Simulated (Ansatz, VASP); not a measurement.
# Cross-check of CoO between VASP and Ansatz, part 3 of 3

One calculation is typed for both programs; each brings its own data sets. How far apart do they land? The cell is taken from a series of runs on this material, whose earlier steps may have relaxed, scaled, displaced or heated it; both programs get it as it stands.

VASP 6.6.1 and Ansatz 0.2.0.

So far. Step 6 (VASP: single point, PBEsol, DFT+U, pair 2): The run ends at a pressure of -6.09 GPa, with forces up to 0.20 eV/Å.

### Step 9. Ansatz: single point, PBEsol, DFT+U, pair 3

Level of this step: Ansatz beside VASP: Kohn-Sham DFT, plane waves, PBEsol, DFT+U (Ansatz).

A single point gives forces, pressure and levels at one fixed geometry, so differences don't come from the geometry; what else differs is listed under the comparison.

The cell is taken from a series of runs on this material, whose earlier steps may have relaxed, scaled, displaced or heated it; both programs get it as it stands.

The input, input.yaml:

```yaml
crystal:
  lattice:
    - [0.0, 2.1315, 2.1315]
    - [0.0, 2.1315, -2.1315]
    - [-6.3945, -2.1315, 0.0]
  atoms:
    - { symbol: Co, position: [0.0, 0.0, 0.0], spin: 3.0 }
    - { symbol: Co, position: [0.333333333, 0.333333333, 0.666666667], spin: 3.0 }
    - { symbol: Co, position: [0.666666667, 0.666666667, 0.333333333], spin: 3.0 }
    - { symbol: O, position: [0.833333333, 0.833333333, 0.666666667] }
    - { symbol: O, position: [0.166666667, 0.166666667, 0.333333333] }
    - { symbol: O, position: [0.5, 0.5, 0.0] }
magnetization:
  spin_polarized: true
kpoints:
  mp_grid: { grid: [8, 8, 8] }
hamiltonian:
  xc: pbesol
  hubbard:
    sites:
      - { species: Co, l: d, u_eff: 7.0 }
      - { site: 0, l: d, u_eff: 7.0, starting_ns: [{ spin: up, occupation_matrix: co1_major }, { spin: down, occupation_matrix: co1_minor }] }
      - { site: 1, l: d, u_eff: 7.0, starting_ns: [{ spin: up, occupation_matrix: co1_major }, { spin: down, occupation_matrix: co1_minor }] }
      - { site: 2, l: d, u_eff: 7.0, starting_ns: [{ spin: up, occupation_matrix: co1_major }, { spin: down, occupation_matrix: co1_minor }] }
    projectors: ortho-atomic
    occupation_matrices:
      co1_major:
        matrix:
          - [0.997, 0.0, 0.0, 0.0, 0.0]
          - [0.0, 0.999, 0.0, 0.0, 0.0]
          - [0.0, 0.0, 0.999, 0.0, 0.0]
          - [0.0, 0.0, 0.0, 0.997, 0.0]
          - [0.0, 0.0, 0.0, 0.0, 0.999]
      co1_minor:
        matrix:
          - [0.143, -0.071, 0.071, 0.0, 0.142]
          - [-0.071, 0.65, 0.308, -0.123, -0.308]
          - [0.071, 0.308, 0.65, -0.123, 0.308]
          - [0.0, -0.123, -0.123, 0.143, 0.0]
          - [0.142, -0.308, 0.308, 0.0, 0.651]
scf:
  occupations: { method: fermi_dirac, width: 0.05 }
output:
  eigenvalues: true
```

On the command line:

```bash
$ ansatz run input.yaml --threads 4 --pin off --max-ram 8192MiB --backend cpu --events-out ev --progress --plain --runs-dir out
```

Numbers of over 12 decimals in the logs are rounded to 6 here.

Output:

```text
[...]
Crystal: 6 atoms, lattice volume = 58.104 Å³
Basis set: ecut = 420 eV, 1097 PW (Γ)
Bands: 47, of which v1, the nominal top of the filled ones, is band 35 counted from 1 (34 counted from 0)
Symmetry: 6 space group operations
k-points: 260 of 512
[...]
Starting moments: Σ|m| = 9 μB on 3 of 6 sites
[...]
k-point 1 ↑: bands = [... 31 lower, 9.9750, 10.2090, 10.3208, 10.6413, 10.7689, 11.0736, 11.1452, 11.1737, ... 8 higher]
  k-point 2 ↑: bands = [... 31 lower, 10.0052, 10.0906, 10.2145, 10.8195, 10.9096, 10.9389, 11.1290, 11.1747, ... 8 higher]
  k-point 259 ↓: bands = [... 31 lower, 16.7359, 16.7359, 16.8155, 16.9996, 16.9996, 17.1203, 17.3855, 17.3855, ... 8 higher]
Occupation matrices written to <dir>
[key lines of the parts left out:]
SCF converged after 13 iterations
Magnetization: 9.0000 μB (39.0000 up, 30.0000 down)
Free energy (F): -16952.576957 eV
Fermi energy:    13.890542 eV
```

### Step 10. VASP: single point, PBEsol, DFT+U, pair 3

The same cell, functional, mesh and smearing now go to VASP, with its own data sets.

The input, INCAR:

```
SYSTEM = CoO
PREC = Accurate
ENCUT = 520
EDIFF = 1E-06
NELM = 200
ISMEAR = -1
SIGMA = 0.05
LREAL = .FALSE.
ALGO = Normal
GGA = PS
NBANDS = 36
ISPIN = 2
MAGMOM = 2.66 2.66 2.66 0.16 0.16 0.16
LDAU = .TRUE.
LDAUTYPE = 2
LDAUL = 2 -1
LDAUU = 7 0
LDAUJ = 0 0
LDAUPRINT = 1
LASPH = .TRUE.
LMAXMIX = 4
LORBIT = 11
LWAVE = .FALSE.
LCHARG = .FALSE.
ISIF = 2
GGA_COMPAT = .FALSE.
KPAR = 2
```

The input, POSCAR:

```
CoO
1.0
    0.0000000000      2.1315000000      2.1315000000
    0.0000000000      2.1315000000     -2.1315000000
   -6.3945000000     -2.1315000000      0.0000000000
Co O
3 3
Direct
    0.0000000000      0.0000000000      0.0000000000
    0.3333333333      0.3333333333      0.6666666667
    0.6666666667      0.6666666667      0.3333333333
    0.8333333333      0.8333333333      0.6666666667
    0.1666666667      0.1666666667      0.3333333333
    0.5000000000      0.5000000000      0.0000000000
```

The input, KPOINTS:

```
Automatic mesh
0
Gamma
8 8 8
0 0 0
```

The projector-augmented-wave data sets are Co and O (PBE family, release 64).

On the command line:

```bash
$ mpirun -np 2 vasp_std
```

Output:

```text
[... set-up lines as in an earlier step ...]
 entering main loop
       N       E                     dE             d eps       ncg     rms          rms(c)
DAV:   1     0.433976977837E+03    0.43398E+03   -0.20387E+04  8568   0.155E+03
DAV:   2     0.237649108393E+02   -0.41021E+03   -0.36954E+03  8680   0.367E+02
DAV:   3    -0.327231665137E+02   -0.56488E+02   -0.54274E+02  9252   0.151E+02
DAV:   4    -0.344979634408E+02   -0.17748E+01   -0.17594E+01  9756   0.283E+01
[...]
DAV:  16    -0.361740389375E+02   -0.24877E-04   -0.32083E-05 10584   0.819E-02    0.116E-02
DAV:  17    -0.361740408154E+02   -0.18778E-05   -0.84059E-06  9384   0.218E-02    0.500E-03
DAV:  18    -0.361740408076E+02    0.78257E-08   -0.29041E-07  5232   0.154E-02
   1 F= -.36174041E+02 E0= -.36174041E+02  d E =-.482656E-08  mag=     9.0000
```

Parts of OUTCAR (step 10):

```text
  Total        0.5284947     -3.4982006     -3.4982006      0.0000000      0.0000000      0.0000000
  in kB       14.5728329    -96.4601719    -96.4601719      0.0000000      0.0000000      0.0000000
  external PRESSURE =     -59.4491703 kB  Pullay stress =       0.0000000 kB

 POSITION                                       TOTAL-FORCE (eV/Angst)
 -----------------------------------------------------------------------------------
      0.00000      0.00000      0.00000        -0.000000     -0.000000      0.000000
     -4.26300     -0.00000      0.00000        -0.000000     -0.000000      0.000000
     -2.13150      2.13150      0.00000         0.000000      0.000000     -0.000000
     -4.26300      2.13150      0.00000        -0.000000      0.000000     -0.000000
     -2.13150      0.00000      0.00000         0.000000      0.000000     -0.000000
      0.00000      2.13150      0.00000        -0.000000      0.000000      0.000000
 -----------------------------------------------------------------------------------
    total drift:                                0.000000      0.000000      0.000000

  FREE ENERGIE OF THE ION-ELECTRON SYSTEM (eV)
  ---------------------------------------------------
  free  energy   TOTEN  =       -36.1740408076 eV

  energy  without entropy=      -36.1740408027  energy(sigma->0) =      -36.17404081

[... 1 part as in an earlier step ...]

[... 3 further parts left out ...]
[key lines of the parts left out:]
E-fermi :   7.4945
```

The run ends at a pressure of -5.94 GPa.

### Step 11. Side by side

What differs besides the data sets and the points named for the pairs above, as far as they apply: the data sets hold 69 valence electrons in Ansatz (on its default PAW (the set named soft_2) files) and 45 in VASP. Total energies have different zeros and are not compared.

Compared:

| quantity | Ansatz | VASP | difference |
| --- | --- | --- | --- |
| total moment (μB) | 9.00 | 9.00 | 0.00 |
| moment on Co1 (μB) | 2.66 | 2.85 | -0.19 |
| moment on Co2 (μB) | 2.66 | 2.85 | -0.19 |
| moment on Co3 (μB) | 2.66 | 2.85 | -0.19 |
| moment on O4 (μB) | 0.16 | 0.13 | +0.03 |
| moment on O5 (μB) | 0.16 | 0.13 | +0.03 |
| moment on O6 (μB) | 0.16 | 0.13 | +0.03 |

### Step 12. What came out

```json
{"difference in total moment (single point, PBEsol, DFT+U, pair 1)": "0 μB", "difference in gap on the k mesh (single point, PBEsol, DFT+U, pair 2)": "-0.33 eV", "difference in total moment (single point, PBEsol, DFT+U, pair 3)": "0 μB"}
```

What this shows: The difference in gap on the k mesh is -0.33 eV (single point, PBEsol, DFT+U, pair 2). The data sets hold unlike numbers of valence electrons (69 in Ansatz and 45 in VASP), so part of the differences comes from the potentials. Single point, PBEsol, DFT+U, pair 2, VASP with the data sets Co_sv and O: the difference in gap on the k mesh goes from -0.33 to -0.065 eV; the difference in total moment goes from -1.0e-4 to 0 μB. How closely two codes agree says nothing of how well the functional describes the real material.

[Lines on the potential files, build, host, timing and source positions are cut from VASP's logs without a mark.]

[Logs are printed without paths, hosts, clocks, repeated set-up lines and the standing remarks that a program may print on its own settings, such as how far it seeks lower states.]

[Hosts, paths, dates, database ids (printed as entryN), source tags and the programs' standing remarks are cut or masked in the printed files.]
